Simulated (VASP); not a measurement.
Here is the system:

```yaml
crystal:
  lattice:
    - [0.00000, 3.38990, 3.38990]
    - [3.38990, 0.00000, 3.38990]
    - [3.38990, 3.38990, 0.00000]
  atoms:
    - { symbol: Sn, position: [0.00000, 0.00000, 0.00000] }
    - { symbol: Se, position: [0.25000, 0.25000, 0.25000] }
```

All values below come from PBE GGA, VASP's PBE PAW potentials (set 64) (plane waves; VASP). Run with 400 eV cut-off, Gaussian smearing of 0.050 eV, potentials Sn_d Se.

Unless said otherwise, spin-orbit coupling is left out, though it shifts the bands of the heavy elements here.

What does the run give for the band gap (along the path) with the smallest direct gap where there is one?

| Property | Value |
|---|---|
| band gap (along the path) | 0.05 eV |
| smallest direct gap (along the path) | 0.68 eV |

Total energies compare only between runs with the same potentials, cut-off and functional.

The structure was generated: SnSe was put into the zinc blende type (F-43m), which need not be its known phase. It was relaxed first, which changed the volume by +46 %.
